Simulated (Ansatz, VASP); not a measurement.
# HfSi in two plane-wave programs

Wanted: the spread between two codes on one cell, functional and k mesh. The cell is generated by rule, not measured, and may not be a known phase. The cell is taken from a series of runs on this material, whose earlier steps may have relaxed, scaled, displaced or heated it; both programs get it as it stands.

Calculated with Ansatz 0.2.0; plane waves, with VASP 6.6.1 beside it; relaxation of cell and atoms at LDA and zone-centre phonons at LDA.

### Step 1. The structure

It takes space group F-43m (No. 216, cubic). The conventional cell has a = 5.928 Å, b = 5.928 Å, c = 5.928 Å, α = 90.00°, β = 90.00°, γ = 90.00°. Nearest to Hf lie 4 Si at 2.57 Å. Nearest to Si lie 4 Hf at 2.57 Å. Farther neighbours are not listed.

### Step 2. Ansatz: relaxation of cell and atoms, LDA

Ansatz runs on its default PAW (the set named soft_2) files.

The relaxed volume is the usual yardstick between codes: in a stiff, nearly cubic crystal its relative difference is about their pressure difference at one cell divided by the bulk modulus.

input.yaml reads:

```yaml
crystal:
  lattice:
    - [0.0, 2.9639797072, 2.9639797072]
    - [2.9639797072, 0.0, 2.9639797072]
    - [2.9639797072, 2.9639797072, 0.0]
  atoms:
    - { symbol: Hf, position: [0.0, 0.0, 0.0] }
    - { symbol: Si, position: [0.25, 0.25, 0.25] }
kpoints:
  mp_grid: { grid: [10, 10, 10] }
hamiltonian:
  xc: lda
scf:
  occupations: { method: gaussian, width: 0.1 }
output:
  forces: true
  stress: true
  eigenvalues: true
relax:
  adjacent_minimum: "off"
  f_tol: 0.005
  max_steps: 80
  cell: { stress_tol: 0.05 }
```

Command:

```bash
> ansatz run input.yaml --threads 8 --pin off --max-ram 14336MiB --backend cpu --events-out ev --progress --plain --runs-dir out
```

Numbers of over 12 decimals in the logs are rounded to 6 here.

Output:

```text
Engine: ansatz 0.2.0, aarch64-unknown-linux-gnu
Pseudopotentials: kind: paw
Pseudopotential: Hf, paw, valence charge 26, recommended cutoff 420 eV (normal), Hf.paw.azcp
Pseudopotential: Si, paw, valence charge 4, recommended cutoff 420 eV (normal), Si.paw.azcp
Functional definition: SPW92
  exchange = slater_x
  correlation = pw_c
Crystal: 2 atoms, lattice volume = 52.078 Å³
Basis set: ecut = 420 eV, 965 PW (Γ)
Bands: 19, of which v1, the nominal top of the filled ones, is band 15 counted from 1 (14 counted from 0)
Symmetry: 24 space group operations
Space group: F-43m (ITA 216), of the structure as read, at distance tolerance 3.7e-5 Å
k-points: 47 of 1000 (time reversal used)
Non-local potential: Hf, projectors of the file, l = 0: 3, l = 1: 2, l = 2: 2, l = 3: 3
Non-local potential: Si, projectors of the file, l = 0: 2, l = 1: 2, l = 2: 2
PAW form: soft (Blöchl's): semilocal exchange-correlation on the pseudo side does not see the compensation charge
PAW frozen core: Hf, regenerated for the run's functional, and the local potential with it (the file was generated under x = pbe(κ = 0.804, μ = 0.219515), c = pbe(β = 0.066725))
PAW frozen core: Si, regenerated for the run's functional, and the local potential with it (the file was generated under x = pbe(κ = 0.804, μ = 0.219515), c = pbe(β = 0.066725))
PAW one-centre angular grid: Hf, 590 points (default); XC on 64 Gauss nodes
PAW one-centre angular grid: Si, 110 points (default); XC on 64 Gauss nodes
Initial density: superposition of atomic densities (neutral atoms: chi_scale 0, normalization atom), corrected by the library's trained network
Initial wavefunctions: pseudopotential atomic-orbital guess
Functional: x = slater, c = lda
SCF iter   1: F=—  HF=-16084.268212 eV  |F-HF|=—  |Δ(HF+E_count)|=         —  Δρ=4.99e-3  dr2=1.41e-2  ethr=1.77e-3  ⟨swp⟩=5.0  Hψ=3893  notcnv=0
preconditioner: auto → Kerker (q_TF=auto, 2.489 Å⁻¹)  [metal: Δε(μ)=0.088 eV  Ē_g=11.309 eV  σ=0.100 eV  W_gap=0.46  n_scr=14 (ndim 8)  ℏωp=24.1 eV  f_vac=0.003  D(μ)=0.50/eV (n_scr^D=0)]
SCF iter   2: F=—  HF=-16084.266369 eV  |F-HF|=—  |Δ(HF+E_count)|=   1.84e-3  Δρ=3.15e-3  dr2=5.26e-3  ethr=4.70e-5  ⟨swp⟩=2.6  Hψ=1751  notcnv=0
SCF iter   3: F=—  HF=-16084.265781 eV  |F-HF|=—  |Δ(HF+E_count)|=   5.88e-4  Δρ=1.21e-3  dr2=1.17e-3  ethr=1.75e-5  ⟨swp⟩=2.1  Hψ=1324  notcnv=0
SCF iter   4: F=—  HF=-16084.265053 eV  |F-HF|=—  |Δ(HF+E_count)|=   7.28e-4  Δρ=4.00e-4  dr2=1.20e-4  ethr=3.91e-6  ⟨swp⟩=2.0  Hψ=1513  notcnv=0
SCF iter   5: F=—  HF=-16084.265061 eV  |F-HF|=—  |Δ(HF+E_count)|=   8.30e-6  Δρ=1.50e-4  dr2=1.10e-5  ethr=4.01e-7  ⟨swp⟩=2.0  Hψ=1600  notcnv=0
SCF iter   6: F=—  HF=-16084.265065 eV  |F-HF|=—  |Δ(HF+E_count)|=   3.30e-6  Δρ=4.84e-5  dr2=1.52e-6  ethr=3.66e-8  ⟨swp⟩=2.0  Hψ=1592  notcnv=0
SCF iter   7: F=—  HF=-16084.265065 eV  |F-HF|=—  |Δ(HF+E_count)|=   3.26e-7  Δρ=1.42e-5  dr2=1.38e-7  ethr=5.07e-9  ⟨swp⟩=2.4  Hψ=1392  notcnv=0
SCF iter   8: F=-16084.265065 eV  HF=-16084.265065 eV  |F-HF|=1.88e-9  |Δ(HF+E_count)|=   4.28e-8  Δρ=3.42e-6  dr2=8.49e-9  ethr=3.33e-10  ⟨swp⟩=4.6  Hψ=3273  notcnv=0
SCF 1 converged in 8 iterations: F = -16084.265065 eV  dr2 = 8.49e-9
  greatest PAW one-centre occupation: 0.998 electrons in one spin orbital (limit 2), on the Hf atom at site 0 (counted from 0), in its partial waves of l = 3
relax step   1: F+E_penalty+E_count = -16084.26506503 eV  Δ(F+E_penalty+E_count) = +0.000e0 eV  max|allowed force component| = 1.434e-16 eV/Å  Δτ_max = 0.0000 Å  P = +0.019 GPa  Ω = 52.078 Å³  (8 SCF iters, dr2 threshold 1.00e-7 eV, accepted)
Initial density: handed on by an earlier stage of this run
Initial wavefunctions: pseudopotential atomic-orbital guess (no wavefunctions were taken with the density)
iter 1 solved again at ethr=5.81e-8 eV; its pass at ethr=3.10e-3 eV (dr2=1.74e-5 eV) is discarded
SCF iter   1: F=—  HF=-16084.265067 eV  |F-HF|=—  |Δ(HF+E_count)|=         —  Δρ=3.50e-6  dr2=9.38e-9  ethr=5.81e-8  ⟨swp⟩=3.2  Hψ=6531  notcnv=0
preconditioner: auto → Kerker (q_TF=auto, 2.489 Å⁻¹)  [metal: Δε(μ)=0.092 eV  Ē_g=11.245 eV  σ=0.100 eV  W_gap=0.48  n_scr=14 (ndim 8)  ℏωp=24.1 eV  f_vac=0.003  D(μ)=0.47/eV (n_scr^D=0)]
SCF iter   2: F=—  HF=-16084.265065 eV  |F-HF|=—  |Δ(HF+E_count)|=   2.07e-6  Δρ=2.85e-6  dr2=5.73e-9  ethr=3.13e-11  ⟨swp⟩=2.4  Hψ=1701  notcnv=0
SCF iter   3: F=—  HF=-16084.265065 eV  |F-HF|=—  |Δ(HF+E_count)|=   1.60e-9  Δρ=1.17e-6  dr2=1.43e-9  ethr=1.91e-11  ⟨swp⟩=2.0  Hψ=1226  notcnv=0
SCF iter   4: F=—  HF=-16084.265065 eV  |F-HF|=—  |Δ(HF+E_count)|=  6.06e-10  Δρ=5.04e-7  dr2=2.72e-10  ethr=4.76e-12  ⟨swp⟩=2.0  Hψ=1410  notcnv=0
SCF iter   5: F=—  HF=-16084.265065 eV  |F-HF|=—  |Δ(HF+E_count)|=  6.91e-11  Δρ=2.86e-7  dr2=7.24e-11  ethr=1.00e-12  ⟨swp⟩=2.0  Hψ=1600  notcnv=0
SCF iter   6: F=-16084.265065 eV  HF=-16084.265065 eV  |F-HF|=5.46e-12  |Δ(HF+E_count)|=  1.46e-11  Δρ=8.85e-8  dr2=6.40e-12  ethr=1.00e-12  ⟨swp⟩=4.8  Hψ=4268  notcnv=0
SCF 2 converged in 6 iterations: F = -16084.265065 eV  dr2 = 6.40e-12
relax step   2: F+E_penalty+E_count = -16084.26506503 eV  Δ(F+E_penalty+E_count) = -1.284e-9 eV  max|allowed force component| = 1.434e-16 eV/Å  Δτ_max = 0.0000 Å  P = +0.019 GPa  Ω = 52.078 Å³  stress off target by 1.87e-2 GPa  SCF on the basis re-selected at this cell (its energy is not comparable with the rows above)  (6 SCF iters)
basis re-selected at this cell: Δ(F+E_penalty+E_count) = -1.284e-9 eV, ΔP = -0.000 GPa vs the last step (what re-selecting the basis moved, of the pressure what is left beyond the Pulay correction that the steps carried, after the strain that the cell walked since its last selection, with what the two solves' SCF thresholds leave and, on support functions, any second-order correction that the steps lacked; it is no m [...]
SCF converged after 6 iterations
Free energy (F): -16084.265065 eV
Harris-Foulkes:  -16084.265065 eV  (|F-HF|=5.46e-12)
Internal energy: -16084.262738 eV  (E = F + TS)
E sigma→0 (E₀):  -16084.263901 eV
Entropy (-TS):   -0.002327 eV (-1.164 meV/atom)
Fermi energy:    9.444041 eV
--- Per-component energies (eV) ---
  E_band       = -217.055993
  E_kinetic    = 462.705795
  E_local      = -6957.284432  (includes V_loc(G=0)·N_el)
  E_nonlocal   = -1204.358215
  E_hartree    = 3190.156965
  E_xc         = -350.623264
  E_vxc        = -311.322689  (∫ρ·V_xc dr)
  E_paw        = -7171.367299  (= ΣΔE_a)
  E_vpaw       = 1412.889616  (= ΣTr[D̂ρ^β])
  E_aug_tail   = 0.000005  (compensation charges beyond the density's cutoff)
  E_ewald      = -4056.033866
  E_core_change = 2.541573  (= ΣΔE_core)
  E_smearing   = -0.002327  (= −TS)
  E_closure    = -0.000000  (closes the sum)
  Σ components = -16084.265065   (vs F -16084.265065, Δ=0.00e0)
--- Forces (eV/Å), atoms counted from 1 ---
  atom   1  Hf     0.00000000    -0.00000000     0.00000000
  atom   2  Si     0.00000000    -0.00000000    -0.00000000
  max |Σ_I F_I| component: 4.53e-16 eV/Å
--- Stress (GPa, compression-positive) ---
        0.018652      -0.000000      -0.000000
        0.000000       0.018652       0.000000
       -0.000000       0.000000       0.018652
  P = ⅓ Tr σ = 0.0187 GPa (0.187 kbar)
--- Band table (eV; the first three rows and the last of 47) ---
  k-point 0: bands = [... 11 lower, 1.0913, 8.0887, 8.0887, 8.0887, 11.0746, 11.0746, 13.7169, 16.4775]
  k-point 1: bands = [... 11 lower, 1.2093, 7.9009, 8.1433, 8.1433, 11.0194, 11.0194, 14.0647, 15.8455]
  k-point 2: bands = [... 11 lower, 1.5402, 7.4786, 8.2720, 8.2720, 10.9549, 10.9549, 14.2541, 15.0308]
  k-point 46: bands = [... 11 lower, 3.2786, 6.8883, 7.7844, 9.2013, 9.6458, 11.2318, 11.8670, 12.8814]
--- Relaxed structure (1 steps of the walk, 1 accepted, 1 SCFs on fresh bases) ---
  F+E_penalty+E_count = -16084.26506503 eV   max|allowed force component| = 1.434e-16 eV/Å   (the final SCF, on the basis selected at the relaxed cell)
  cell:  # Å, volume = 52.0782 Å³
    - [0.0, 2.9639797072, 2.9639797072]
    - [2.9639797072, 0.0, 2.9639797072]
    - [2.9639797072, 2.9639797072, 0.0]
  atoms:
    - { symbol: Hf, position: [0.0, 0.0, 0.0] }
    - { symbol: Si, position: [0.250000, 0.250000, 0.250000] }
```

In the SCF lines HF is the Harris–Foulkes energy and dr2 the Hartree energy of the density residual, in eV; the loop may stop once dr2 is under the threshold and the program's other checks hold. Hψ counts applications of the Hamiltonian.

### Step 3. VASP: relaxation of cell and atoms, LDA

The same cell, functional (in two slightly different forms), mesh and smearing now go to VASP, with its own data sets.

Lines of VASP's logs that name or quote its potential files are left out, and so is its time.

INCAR reads:

```
SYSTEM = HfSi
PREC = Accurate
ENCUT = 500
EDIFF = 1E-07
NELM = 120
ISMEAR = 0
SIGMA = 0.1
LREAL = .FALSE.
ALGO = Normal
GGA = CA
NBANDS = 13
LASPH = .TRUE.
LORBIT = 11
LWAVE = .FALSE.
LCHARG = .FALSE.
ISIF = 3
IBRION = 2
NSW = 80
EDIFFG = -0.005
GGA_COMPAT = .FALSE.
NELMIN = 4
KPAR = 2
```

POSCAR reads:

```
HfSi
1.0
    0.0000000000      2.9639800000      2.9639800000
    2.9639800000      0.0000000000      2.9639800000
    2.9639800000      2.9639800000      0.0000000000
Hf Si
1 1
Direct
    0.0000000000      0.0000000000      0.0000000000
    0.2500000000      0.2500000000      0.2500000000
```

KPOINTS reads:

```
Automatic mesh
0
Gamma
10 10 10
0 0 0
```

The projector-augmented-wave data sets are Hf_pv and Si (LDA family, release 64).

Command:

```bash
> mpirun -np 2 vasp_std
```

Output:

```text
[banner, memory and clock lines left out]
running    2 mpi-ranks, on    1 nodes
 distrk:  each k-point on    1 cores,    2 groups
 distr:  one band on    1 cores,    1 groups

 POSCAR found type information on POSCAR HfSi
 POSCAR found :  2 types and       2 ions
 LDA part: xc-table for (Slater(with rela. corr.)+CA(PZ))
 , standard interpolation
 POSCAR, INCAR and KPOINTS ok, starting setup
 FFT: planning ... GRIDC
 FFT: planning ... GRID_SOFT
 FFT: planning ... GRID
 WAVECAR not read
 entering main loop
       N       E                     dE             d eps       ncg     rms          rms(c)
DAV:   1     0.237861207563E+02    0.23786E+02   -0.67392E+03  1238   0.895E+02
DAV:   2    -0.155830571701E+02   -0.39369E+02   -0.36893E+02  1596   0.171E+02
DAV:   3    -0.170246803173E+02   -0.14416E+01   -0.14304E+01  1542   0.240E+01
DAV:   4    -0.170432803182E+02   -0.18600E-01   -0.18595E-01  1480   0.348E+00
DAV:   5    -0.170436205583E+02   -0.34024E-03   -0.34023E-03  1606   0.442E-01    0.413E+01
DAV:   6    -0.154795347484E+02    0.15641E+01   -0.35358E+00  1412   0.909E+00    0.259E+01
DAV:   7    -0.154521008155E+02    0.27434E-01   -0.80352E-01  1577   0.472E+00    0.507E+00
DAV:   8    -0.154208833703E+02    0.31217E-01   -0.24874E-01  1387   0.244E+00    0.149E+00
DAV:   9    -0.154169674892E+02    0.39159E-02   -0.24910E-02  1372   0.903E-01    0.469E-01
DAV:  10    -0.154169232735E+02    0.44216E-04   -0.97590E-04  1527   0.187E-01    0.210E-01
DAV:  11    -0.154169303356E+02   -0.70621E-05   -0.42469E-05  1542   0.421E-02    0.180E-01
DAV:  12    -0.154169262029E+02    0.41327E-05   -0.46047E-06  1522   0.126E-02    0.145E-02
DAV:  13    -0.154169259316E+02    0.27128E-06   -0.16287E-06  1547   0.664E-03    0.512E-03
DAV:  14    -0.154169259261E+02    0.55411E-08   -0.25889E-08   861   0.121E-03
   1 F= -.15416926E+02 E0= -.15415736E+02  d E =-.154169E+02
 curvature:   0.00 expect dE= 0.000E+00 dE for cont linesearch  0.000E+00
 trial: gam= 0.00000 g(F)=  0.674E-49 g(S)=  0.734E-04 ort = 0.000E+00 (trialstep = 0.100E+01)
 search vector abs. value=  0.734E-04
 bond charge predicted
       N       E                     dE             d eps       ncg     rms          rms(c)
DAV:   1    -0.154172540618E+02   -0.32813E-03   -0.62510E-03  1282   0.597E-01    0.130E-01
DAV:   2    -0.154170017045E+02    0.25236E-03   -0.42378E-04  1262   0.153E-01    0.506E-02
DAV:   3    -0.154169434662E+02    0.58238E-04   -0.16378E-04  1417   0.857E-02    0.548E-02
DAV:   4    -0.154169422425E+02    0.12237E-05   -0.37508E-06  1553   0.147E-02    0.451E-02
DAV:   5    -0.154169407267E+02    0.15158E-05   -0.33112E-06  1457   0.828E-03    0.993E-03
DAV:   6    -0.154169406933E+02    0.33446E-07   -0.27895E-07  1537   0.297E-03
   2 F= -.15416941E+02 E0= -.15415758E+02  d E =-.147672E-04
 trial-energy change:   -0.000015  1 .order   -0.000013   -0.000073    0.000048
 step:   0.6286(harm=  0.6026)  dis= 0.00000  next Energy=   -15.416950 (dE=-0.236E-04)
 bond charge predicted
       N       E                     dE             d eps       ncg     rms          rms(c)
DAV:   1    -0.154169931409E+02   -0.52414E-04   -0.85919E-04  1282   0.221E-01    0.474E-02
DAV:   2    -0.154169580721E+02    0.35069E-04   -0.58579E-05  1262   0.569E-02    0.185E-02
DAV:   3    -0.154169499601E+02    0.81119E-05   -0.22807E-05  1412   0.320E-02    0.200E-02
DAV:   4    -0.154169497873E+02    0.17279E-06   -0.51911E-07  1532   0.548E-03    0.165E-02
DAV:   5    -0.154169495738E+02    0.21350E-06   -0.45891E-07  1407   0.310E-03    0.358E-03
DAV:   6    -0.154169495689E+02    0.49446E-08   -0.33904E-08   676   0.110E-03
   3 F= -.15416950E+02 E0= -.15415764E+02  d E =-.236428E-04
 curvature:  -0.30 expect dE=-0.469E-08 dE for cont linesearch -0.469E-08
 trial: gam= 0.00000 g(F)=  0.186E-48 g(S)=  0.156E-07 ort =-0.107E-05 (trialstep = 0.926E+00)
 search vector abs. value=  0.157E-07
 reached required accuracy - stopping structural energy minimisation
```

Parts of OUTCAR (step 3):

```text
ion  position               nearest neighbor table
   1  0.000  0.000  0.000-   2 2.57   2 2.57   2 2.57   2 2.57
   2  0.250  0.250  0.250-   1 2.57   1 2.57   1 2.57   1 2.57

  LATTYP: Found a face centered cubic cell.
 ALAT       =     5.9279600000

 Subroutine GETGRP returns: Found 24 space group operations
 (whereof 24 operations were pure point group operations)

The static configuration has the point symmetry T_d .

 Found     47 irreducible k-points:

   k-points           NKPTS =     47   k-points in BZ     NKDIM =     47   number of bands    NBANDS=     13

   dimension x,y,z NGX =    32 NGY =   32 NGZ =   32
   dimension x,y,z NGXF=    64 NGYF=   64 NGZF=   64

   ENCUT  =  500.0 eV  36.75 Ry    6.06 a.u.   7.64  7.64  7.64*2*pi/ulx,y,z

   NELECT =      14.0000    total number of electrons

 k-points in reciprocal lattice and weights: Automatic mesh
   0.00000000  0.00000000  0.00000000       0.001
   0.10000000  0.00000000  0.00000000       0.008
   0.20000000  0.00000000  0.00000000       0.008
   0.30000000  0.00000000  0.00000000       0.008
   0.40000000  0.00000000  0.00000000       0.008
   0.50000000  0.00000000  0.00000000       0.004
   0.10000000  0.10000000  0.00000000       0.006
   0.20000000  0.10000000  0.00000000       0.024
   0.30000000  0.10000000  0.00000000       0.024
[...]
-0.30000000  0.40000000  0.20000000       0.024
  -0.30000000  0.50000000  0.20000000       0.012

 average (electrostatic) potential at core
       1 -39.7823       2 -86.1682

 E-fermi :   2.9774

 k-point     1 :       0.0000    0.0000    0.0000
  band No.  band energies     occupation
    ...
      3     -27.6431      2.00000
      4      -5.3748      2.00000
      5       1.6181      2.00000
      6       1.6181      2.00000
      7       1.6181      2.00000
      8       4.6003      0.00000
      9       4.6003      0.00000
     10       7.2348      0.00000
     11      10.0015      0.00000
     12      10.0015      0.00000
    ...

 k-point     2 :       0.1000    0.0000    0.0000
  band No.  band energies     occupation
    ...
      3     -27.6437      2.00000
      4      -5.2561      2.00000
      5       1.4316      2.00000
      6       1.6726      2.00000
      7       1.6726      2.00000
      8       4.5450      0.00000
      9       4.5450      0.00000
     10       7.5835      0.00000
     11       9.3780      0.00000
     12      10.1146      0.00000
    ...

 k-point     3 :       0.2000    0.0000    0.0000
  band No.  band energies     occupation
    ...
      3     -27.6456      2.00000
      4      -4.9231      2.00000
      5       1.0131      2.00000
      6       1.8010      2.00000
      7       1.8010      2.00000
      8       4.4803      0.00000
      9       4.4803      0.00000
     10       7.7845      0.00000
     11       8.5619      0.00000
     12       9.9213      0.00000
    ...

  Total       -0.0004649     -0.0004649     -0.0004649     -0.0000000      0.0000000      0.0000000
  in kB       -0.0142821     -0.0142821     -0.0142821     -0.0000000      0.0000000      0.0000000
  external PRESSURE =      -0.0142821 kB  Pullay stress =       0.0000000 kB

  energy-cutoff  :      500.00
  volume of cell :       52.15
      direct lattice vectors                 reciprocal lattice vectors
     0.000000000  2.965411771  2.965411771    -0.168610648  0.168610648  0.168610648
     2.965411771  0.000000000  2.965411771     0.168610648 -0.168610648  0.168610648
     2.965411771  2.965411771  0.000000000     0.168610648  0.168610648 -0.168610648

 POSITION                                       TOTAL-FORCE (eV/Angst)
 -----------------------------------------------------------------------------------
      0.00000      0.00000      0.00000         0.000000      0.000000      0.000000
      1.48271      1.48271      1.48271        -0.000000     -0.000000     -0.000000
 -----------------------------------------------------------------------------------
    total drift:                                0.000000      0.000000      0.000000

  FREE ENERGIE OF THE ION-ELECTRON SYSTEM (eV)
  ---------------------------------------------------
  free  energy   TOTEN  =       -15.4169495689 eV

  energy  without entropy=      -15.4145790686  energy(sigma->0) =      -15.41576432

 reached required accuracy - stopping structural energy minimisation

 total charge
# of ion       s       p       d       tot
------------------------------------------
    1        0.362   6.349   1.557   8.268
    2        0.810   1.027   0.000   1.837
--------------------------------------------------
tot          1.172   7.376   1.557  10.105

[... 3 further parts left out ...]
```

CONTCAR:

```
HfSi
   1.00000000000000
     0.0000000000000000    2.9654117714981396    2.9654117714981396
     2.9654117714981396    0.0000000000000000    2.9654117714981396
     2.9654117714981396    2.9654117714981396    0.0000000000000000
  Hf              Si
     1     1
Direct
     0.0000000000000000    0.0000000000000000    0.0000000000000000
     0.2500000000000000    0.2500000000000000    0.2500000000000000
```

### Step 4. Differences

Known differences besides the potentials themselves: the two LDA forms differ slightly; the data sets hold 30 valence electrons in Ansatz (on its default PAW (the set named soft_2) files) and 14 in VASP; the cutoff is 420 eV in Ansatz and 500 eV in VASP; VASP's log shows a relativistic correction to its local exchange, Ansatz's none; Ansatz adds a Pulay correction to the stress that steers its cell, VASP none. Total energies have different zeros and are not compared.

The two programs side by side:

```csv
quantity,Ansatz,VASP,difference
volume (Å³),52.08,52.15,-0.14 %
"edge a after relaxation, in the typed setting (Å)",4.192,4.194,-0.05 %
```

(Continued in part 2 of 2.)

[Lines on the potential files, build, host, timing and source positions are cut from VASP's logs without a mark.]

[Logs are printed without paths, hosts, clocks, repeated set-up lines and the standing remarks that a program may print on its own settings, such as how far it seeks lower states.]

[Hosts, paths, dates, database ids (printed as entryN), source tags and the programs' standing remarks are cut or masked in the printed files.]
